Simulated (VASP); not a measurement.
These are PBEsol GGA, VASP's PBE PAW potentials (set 64) (plane waves; VASP) values and carry that method's errors.

Input for VASP

**INCAR**
```
SYSTEM=AuPt3
PREC=Accurate; ENCUT=400; LREAL=.FALSE.
LASPH=.TRUE.
EDIFF=1E-6; NELM=100; ALGO=Normal
LMAXMIX=6
ISMEAR=1; SIGMA=0.1
GGA=PS
IBRION=2; NSW=60; ISIF=3
EDIFFG=-0.02
LWAVE=.FALSE.; LCHARG=.FALSE.
```

**POSCAR**
```
AuPt3
1
   -0.0403185682     3.9465197753     3.9691932782
    3.9465197753    -0.0403185682     3.9691932782
    1.9531006036     1.9531006036     0.0000000000
Pt Au
3 1
Direct
  0.0000000000   0.0000000000   0.0000000000
  0.0000000000   0.5000000000   0.0000000000
  0.5000000000   0.0000000000   0.0000000000
  0.5000000000   0.5000000000   0.0000000000
```

KPOINTS:
```
Automatic mesh
0
G
6 6 12
```

POTCAR, in this order: Pt Au (PBE.64 set). Program: vasp_std.

The resulting files:

File OSZICAR:
```
       N       E                     dE             d eps       ncg     rms          rms(c)
DAV:   1     0.212268882806E+03    0.21227E+03   -0.18031E+04  4432   0.130E+03
DAV:   2    -0.214128457665E+02   -0.23368E+03   -0.22881E+03  5208   0.305E+02
DAV:   3    -0.262596005326E+02   -0.48468E+01   -0.47767E+01  4560   0.454E+01
DAV:   4    -0.263169164563E+02   -0.57316E-01   -0.57272E-01  4696   0.475E+00
DAV:   5    -0.263177939237E+02   -0.87747E-03   -0.87742E-03  4776   0.534E-01    0.251E+01
DAV:   6    -0.248141052936E+02    0.15037E+01   -0.41855E+00  4440   0.175E+01    0.143E+01
DAV:   7    -0.246975492505E+02    0.11656E+00   -0.12776E+00  4568   0.102E+01    0.516E+00
DAV:   8    -0.246399896023E+02    0.57560E-01   -0.41161E-01  4552   0.762E+00    0.263E+00
DAV:   9    -0.246430228858E+02   -0.30333E-02   -0.19051E-01  4800   0.359E+00    0.141E+00
DAV:  10    -0.246273630222E+02    0.15660E-01   -0.83912E-02  4768   0.242E+00    0.249E-01
DAV:  11    -0.246272649863E+02    0.98036E-04   -0.21575E-03  4488   0.415E-01    0.751E-02
DAV:  12    -0.246272615530E+02    0.34333E-05   -0.13371E-04  4592   0.992E-02    0.229E-02
DAV:  13    -0.246272635112E+02   -0.19582E-05   -0.79179E-06  4712   0.242E-02    0.533E-03
DAV:  14    -0.246272638808E+02   -0.36959E-06   -0.27538E-07  2208   0.502E-03
   1 F= -.24627264E+02 E0= -.24626593E+02  d E =-.246273E+02
       N       E                     dE             d eps       ncg     rms          rms(c)
DAV:   1    -0.246466852957E+02   -0.19422E-01   -0.92121E-01  4320   0.670E+00    0.731E-01
DAV:   2    -0.246329506014E+02    0.13735E-01   -0.20236E-02  4792   0.106E+00    0.326E-01
DAV:   3    -0.246300212347E+02    0.29294E-02   -0.67497E-03  4568   0.526E-01    0.146E-01
DAV:   4    -0.246299870906E+02    0.34144E-04   -0.16420E-03  4744   0.332E-01    0.148E-01
DAV:   5    -0.246298307159E+02    0.15637E-03   -0.70168E-04  4768   0.224E-01    0.302E-02
DAV:   6    -0.246298286619E+02    0.20540E-05   -0.27245E-05  4416   0.401E-02    0.151E-02
DAV:   7    -0.246298286064E+02    0.55457E-07   -0.33915E-06  3360   0.197E-02
   2 F= -.24629829E+02 E0= -.24628824E+02  d E =-.256473E-02
       N       E                     dE             d eps       ncg     rms          rms(c)
DAV:   1    -0.246299166412E+02   -0.87979E-04   -0.38947E-03  4320   0.435E-01    0.474E-02
DAV:   2    -0.246298585836E+02    0.58058E-04   -0.86867E-05  4784   0.684E-02    0.207E-02
DAV:   3    -0.246298464023E+02    0.12181E-04   -0.26246E-05  4552   0.323E-02    0.908E-03
DAV:   4    -0.246298458032E+02    0.59919E-06   -0.34703E-06  3056   0.147E-02
   3 F= -.24629846E+02 E0= -.24628821E+02  d E =-.258192E-02
       N       E                     dE             d eps       ncg     rms          rms(c)
DAV:   1    -0.246590873543E+02   -0.29241E-01   -0.10311E+00  4256   0.758E+00    0.111E+00
DAV:   2    -0.246320643229E+02    0.27023E-01   -0.61812E-02  4696   0.185E+00    0.450E-01
DAV:   3    -0.246296278485E+02    0.24365E-02   -0.97051E-03  4800   0.748E-01    0.306E-01
DAV:   4    -0.246294413532E+02    0.18650E-03   -0.30898E-03  4712   0.478E-01    0.201E-01
DAV:   5    -0.246292868456E+02    0.15451E-03   -0.77800E-04  4712   0.218E-01    0.293E-02
DAV:   6    -0.246292883901E+02   -0.15444E-05   -0.37498E-05  4752   0.563E-02    0.174E-02
DAV:   7    -0.246292895794E+02   -0.11893E-05   -0.39269E-06  3784   0.172E-02    0.538E-03
DAV:   8    -0.246292895479E+02    0.31484E-07   -0.68390E-07  2160   0.701E-03
   4 F= -.24629290E+02 E0= -.24628099E+02  d E =0.556255E-03
       N       E                     dE             d eps       ncg     rms          rms(c)
DAV:   1    -0.246403738945E+02   -0.11084E-01   -0.33931E-01  4256   0.435E+00    0.625E-01
DAV:   2    -0.246314274671E+02    0.89464E-02   -0.19892E-02  4680   0.107E+00    0.267E-01
DAV:   3    -0.246306274291E+02    0.80004E-03   -0.31672E-03  4824   0.433E-01    0.184E-01
DAV:   4    -0.246305692705E+02    0.58159E-04   -0.11085E-03  4736   0.289E-01    0.122E-01
DAV:   5    -0.246305009990E+02    0.68271E-04   -0.31520E-04  4736   0.141E-01    0.201E-02
DAV:   6    -0.246305002469E+02    0.75217E-06   -0.14972E-05  4640   0.392E-02    0.115E-02
DAV:   7    -0.246305001500E+02    0.96810E-07   -0.18685E-06  2296   0.104E-02
   5 F= -.24630500E+02 E0= -.24629382E+02  d E =-.654347E-03
       N       E                     dE             d eps       ncg     rms          rms(c)
DAV:   1    -0.246305021506E+02   -0.19037E-05   -0.76462E-05  4264   0.648E-02    0.100E-02
DAV:   2    -0.246304998574E+02    0.22932E-05   -0.50132E-06  4120   0.169E-02    0.432E-03
DAV:   3    -0.246304996749E+02    0.18246E-06   -0.75921E-07  2144   0.684E-03
   6 F= -.24630500E+02 E0= -.24629379E+02  d E =-.653872E-03
       N       E                     dE             d eps       ncg     rms          rms(c)
DAV:   1    -0.246314627413E+02   -0.96288E-03   -0.60522E-02  4264   0.169E+00    0.152E-01
DAV:   2    -0.246309213875E+02    0.54135E-03   -0.61994E-04  5072   0.177E-01    0.734E-02
DAV:   3    -0.246307559710E+02    0.16542E-03   -0.36353E-04  4672   0.131E-01    0.329E-02
DAV:   4    -0.246307512160E+02    0.47550E-05   -0.62228E-05  4696   0.665E-02    0.212E-02
DAV:   5    -0.246307491299E+02    0.20861E-05   -0.85349E-06  4416   0.251E-02    0.800E-03
DAV:   6    -0.246307490412E+02    0.88693E-07   -0.84060E-07  2160   0.983E-03
   7 F= -.24630749E+02 E0= -.24629579E+02  d E =-.249366E-03
       N       E                     dE             d eps       ncg     rms          rms(c)
DAV:   1    -0.246331879816E+02   -0.24389E-02   -0.19280E-01  4256   0.301E+00    0.271E-01
DAV:   2    -0.246314527517E+02    0.17352E-02   -0.19822E-03  5080   0.316E-01    0.131E-01
DAV:   3    -0.246309183198E+02    0.53443E-03   -0.11311E-03  4688   0.229E-01    0.530E-02
DAV:   4    -0.246309108132E+02    0.75066E-05   -0.17156E-04  4704   0.110E-01    0.390E-02
DAV:   5    -0.246309029570E+02    0.78562E-05   -0.34392E-05  4760   0.500E-02    0.143E-02
DAV:   6    -0.246309026634E+02    0.29355E-06   -0.27948E-06  2744   0.178E-02
   8 F= -.24630903E+02 E0= -.24629670E+02  d E =-.402989E-03
```

OUTCAR:
```
------------------------ aborting loop because EDIFF is reached ----------------------------------------
  FORCE on cell =-STRESS in cart. coord.  units (eV):
  Direction    XX          YY          ZZ          XY          YZ          ZX
  --------------------------------------------------------------------------------------
  Total       -0.0117435     -0.0117435      0.0074152     -0.0706054     -0.0000000     -0.0000000
  in kB       -0.3041505     -0.3041505      0.1920502     -1.8286408     -0.0000000     -0.0000000
  external PRESSURE =      -0.1387502 kB  Pullay stress =       0.0000000 kB
  volume of cell :       61.86
      direct lattice vectors                 reciprocal lattice vectors
    -0.008231028  3.933408669  3.998378865    -0.126850762  0.126850762  0.125050681
     3.933408669 -0.008231028  3.998378865     0.126850762 -0.126850762  0.125050681
     1.962588820  1.962588820 -0.000000000     0.254765540  0.254765540 -0.250101362
 POSITION                                       TOTAL-FORCE (eV/Angst)
 -----------------------------------------------------------------------------------
      1.96259      1.96259     -0.00000        -0.000000     -0.000000     -0.000000
      1.96670     -0.00412      1.99919        -0.000000     -0.000000     -0.000000
      1.95847      3.92929      1.99919        -0.000000     -0.000000     -0.000000
      1.96259      1.96259      3.99838         0.000000      0.000000      0.000000
 -----------------------------------------------------------------------------------
    total drift:                                0.000000     -0.000000      0.000000
  FREE ENERGIE OF THE ION-ELECTRON SYSTEM (eV)
  ---------------------------------------------------
  free  energy   TOTEN  =       -24.6309026634 eV

  energy  without entropy=      -24.6272042223  energy(sigma->0) =      -24.62966985

 reached required accuracy - stopping structural energy minimisation
```
(Selected blocks of OUTCAR.)

File CONTCAR:
```
AuPt3
   1.00000000000000
    -0.0082310281174017    3.9334086686823881    3.9983788646004048
     3.9334086686823881   -0.0082310281174017    3.9983788646004048
     1.9625888203331039    1.9625888203331039   -0.0000000000003637
  Pt              Au
     3     1
Direct
     0.0000000000000000    0.0000000000000000    1.0000000000000000
     0.0000000000000000    0.5000000000000000    0.0000000000000000
     0.5000000000000000    0.0000000000000000    1.0000000000000000
     0.5000000000000000    0.5000000000000000    0.0000000000000000
```

File OUTCAR:
```
 val. band max:       10.5311994534   @ k =  -0.3333   0.0000   0.4167

 cond. band min:      10.5389694419   @ k =   0.3333   0.1667   0.0000


 Fermi energy:        10.5362431562

 k-point     1 :       0.0000    0.0000    0.0000
  band No.  band energies     occupation
      1       0.4411      2.00000
      2       3.2617      2.00000
      3       3.2659      2.00000
      4       3.5214      2.00000
      5       3.9812      2.00000
      6       6.1841      2.00000
      7       6.4029      2.00000
      8       6.5017      2.00000
      9       6.5670      2.00000
     10       6.6296      2.00000
     11       6.8737      2.00000
     12       7.0143      2.00000
     13       8.5761      2.00000
     14       8.6834      2.00000
     15       9.9206      2.00000
     16      10.0388      2.00000
     17      10.0511      2.00000
     18      10.1395      2.00000
     19      10.2432      2.00027
     20      10.4154      2.07083
     21      10.6303     -0.03550
     22      10.9132     -0.00000
     23      10.9196     -0.00000
     24      12.0005     -0.00000

 k-point     2 :       0.1667   -0.0000    0.0000
  band No.  band energies     occupation
      1       0.7086      2.00000
      2       3.2572      2.00000
      3       3.4569      2.00000
      4       3.6795      2.00000
      5       4.1321      2.00000
      6       6.1362      2.00000
      7       6.4812      2.00000
      8       6.5048      2.00000
      9       6.6295      2.00000
     10       6.6313      2.00000
     11       6.8791      2.00000
     12       7.1306      2.00000
     13       8.3923      2.00000
     14       8.6256      2.00000
     15       8.6948      2.00000
     16       8.9169      2.00000
     17       9.6044      2.00000
     18       9.9062      2.00000
     19      10.1337      2.00000
     20      10.1680      2.00000
     21      10.4307      2.05994
     22      10.8174     -0.00051
     23      11.6259     -0.00000
     24      12.6832      0.00000
...
```

Unless said otherwise, spin-orbit coupling is left out, though it shifts the bands of the heavy elements here.

The structure was generated: AuPt3 was put into an ordered model structure (Cmmm), which need not be its known phase. This run relaxes it. Symmetry was kept, so distortions that lower it aren't found. The start is the result of an earlier pass. The electron count is odd and the run is not spin-polarised, which forces a metal.
